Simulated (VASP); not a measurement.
Data:

```
CELL_PARAMETERS angstrom
      0.00000     2.86007     2.86007
      2.86007     0.00000     2.86007
      2.86007     2.86007     0.00000
ATOMIC_POSITIONS crystal
  Be 0.00000 0.00000 0.00000
  Te 0.25000 0.25000 0.25000
```

All values below come from vdW-DF2, VASP's PBE PAW potentials (set 64) (plane waves; VASP 6.6.1). Numerical set-up: 520 eV cut-off, 8×8×8 Γ-centred mesh, Gaussian smearing of 0.050 eV, potentials Be Te.

Unless said otherwise, spin-orbit coupling is left out, though it shifts the bands of the heavy elements here.

Task: Predict the energy per atom (σ→0), pressure, band gap (on the k-mesh) with the smallest direct gap where there is one.

Result: 
The band gap (on the k-mesh) is 2.30 eV. The smallest direct gap (on the k-mesh) comes out as 3.61 eV and the energy per atom (σ→0) is -2325 meV/atom. The pressure comes out as 1.67 GPa.

Total energies compare only between runs with the same potentials, cut-off and functional.

The compound is BeTe in the zinc blende structure. This cell is one point of a volume scan, at 0.97 of the reference volume.
